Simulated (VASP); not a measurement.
Data:

```
CELL_PARAMETERS angstrom
      0.00000     2.28238     2.28238
      2.28238     0.00000     2.28238
      2.28238     2.28238     0.00000
ATOMIC_POSITIONS crystal
  Zr 0.00000 0.00000 0.00000
  N  0.50000 0.50000 0.50000
```

Method: vdW-DF-cx, VASP's PBE PAW potentials (set 64) (plane waves; VASP). Numerical set-up: 520 eV cut-off, 14×14×14 Γ-centred mesh, first-order Methfessel-Paxton smearing of 0.10 eV, potentials Zr_sv N.

### Question
The job: ZrN (rock salt), 2 atoms, vdW-DF-cx, static run, 520 eV, 14×14×14 Γ-centred mesh. Roughly how much core time does it take on a busy server core?

### Answer
About 20 core-seconds (one run on a shared machine, a rough figure). It had 104 irreducible k-points, 12 bands, up to 652 plane waves and 13 electronic steps.

The compound is ZrN in the rock salt structure. It was relaxed first. The electron count is odd and the run is not spin-polarised, which forces a metal.
